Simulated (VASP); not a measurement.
Write the native input for VASP 6.6.1 that does the following.

```yaml
Task: single point
Functional: PBE
Potentials_or_basis: VASP PAW PBE potentials, release 64 (Ni, Mo_sv, Pd, Ir, W_sv)
Cutoff: 520 eV
k_mesh: 11 × 11 × 3
Occupations: fermi-dirac, width 0.05 eV
Spin: collinear spin, ferromagnetic start
Starting_moments: "[1.0, 1.0, 0.0, 0.6, 0.0] μB"
Further_INCAR_settings: ALGO = Normal; EDIFF = 1e-07; NBANDS = 40
```

The structure of NiMoIrPdW lies in POSCAR:

```
NiMoIrPdW
1.0
    2.7660900000      0.0000000000      0.0000000000
   -1.3830500000      2.3955100000      0.0000000000
    0.0000000000      0.0000000000     11.0227800000
Ni Mo Pd Ir W
1 1 1 1 1
Direct
    0.3333300000      0.6666700000      0.5971100000
    0.0000000000      0.0000000000      0.4107400000
    0.6666700000      0.3333300000      0.7952000000
    0.6666700000      0.3333300000      0.1996100000
    0.3333300000      0.6666700000      0.9973400000
```

The cell was built by a generator and needn't be a form met in nature.

The input as run:

INCAR

```
SYSTEM = NiMoIrPdW
ALGO     = Normal         ! electronic algorithm
EDIFF    = 1E-7           ! SCF threshold, eV
ENCUT    = 520            ! plane-wave cutoff, eV
GGA      = PE             ! functional
ISIF     = 2              ! what is computed and relaxed
ISMEAR   = -1             ! smearing method
ISPIN    = 2              ! spin polarisation
KPAR     = 4            
LASPH    = .TRUE.         ! aspherical terms in the spheres
LCHARG   = .FALSE.        ! write CHGCAR
LMAXMIX  = 4              ! l up to which the mixer works
LORBIT   = 11             ! projections on sites
LREAL    = .FALSE.        ! projectors in reciprocal space
LWAVE    = .FALSE.        ! write WAVECAR
MAGMOM   = 1 1 0 0.6 0    ! initial moments
NBANDS   = 40             ! bands
NELM     = 150            ! most SCF steps
PREC     = Accurate       ! precision mode
SIGMA    = 0.05           ! smearing width, eV
```

KPOINTS

```
k-points
0
G
  11 11 3
  0 0 0
```

Potentials or basis: VASP PAW PBE potentials, release 64 (Ni, Mo_sv, Pd, Ir, W_sv).

Command:

```console
$ cat potpaw_PBE.64/Ni/POTCAR potpaw_PBE.64/Mo_sv/POTCAR potpaw_PBE.64/Pd/POTCAR potpaw_PBE.64/Ir/POTCAR potpaw_PBE.64/W_sv/POTCAR > POTCAR
$ mpirun -np 4 vasp_std > vasp.out
```

Results of the run:

The pressure is 0.5 GPa and the largest force is 0.144 eV/Å. The band gap on the k mesh is none (metal or under the smearing width). The net moment is 0.00 μB per cell. The valence electrons inside the program's atomic spheres are Ni 9.17; Mo 12.46; Pd 9.58; Ir 8.39; W 12.07.

Wall time 2.6 min on 4 MPI ranks on Intel(R) Xeon(R) 6975P-C (Granite Rapids) (shared host), peak memory 0.64 GiB a rank.
